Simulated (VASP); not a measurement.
Given:

```xyz
2
Lattice="1.7283 -2.9934 0.0000 1.7283 2.9934 0.0000 0.0000 0.0000 5.3737" Properties=species:S:1:pos:R:3 pbc="T T T"
Lu     1.7283     0.9978     1.3434
Lu     1.7283    -0.9978     4.0303
```

Method: PBEsol GGA, VASP's PBE PAW potentials (set 64) (plane waves; VASP 6.6.1). Run with 480 eV cut-off, 12×12×6 Γ-centred mesh, first-order Methfessel-Paxton smearing of 0.10 eV, potentials Lu_3.

The ions, cell shape and volume at an external pressure of 1.0 GPa are relaxed. Predict the relaxed structure.

```xyz
2
Lattice="1.7199 -2.9789 0.0000 1.7199 2.9789 0.0000 0.0000 0.0000 5.3325" Properties=species:S:1:pos:R:3 pbc="T T T"
Lu     1.7199     0.9930     1.3331
Lu     1.7199    -0.9930     3.9994
```
Space group P6_3/mmc (194), at a tolerance of 0.03 Å.

How do energy and volume change from the first to the last step?

The energy (σ→0) changes by +1.5 meV/atom and the volume by -1.7 %, in 5 ionic steps.

| step | E(σ→0) (eV) | max force (eV/Å) | pressure (GPa) | volume (Å³) |
|---|---|---|---|---|
| 1 | -9.7477 | 0.000 | 0.06 | 55.60 |
| 2 | -9.7422 | 0.000 | 1.34 | 54.29 |
| 3 | -9.7446 | 0.000 | 1.01 | 54.62 |
| 4 | -9.7447 | 0.000 | 1.00 | 54.64 |
| 5 | -9.7447 | 0.000 | 0.99 | 54.64 |

The compound is Lu in the hcp structure. This run relaxes it under an external pressure of 1 GPa. Symmetry was kept, so distortions that lower it aren't found.
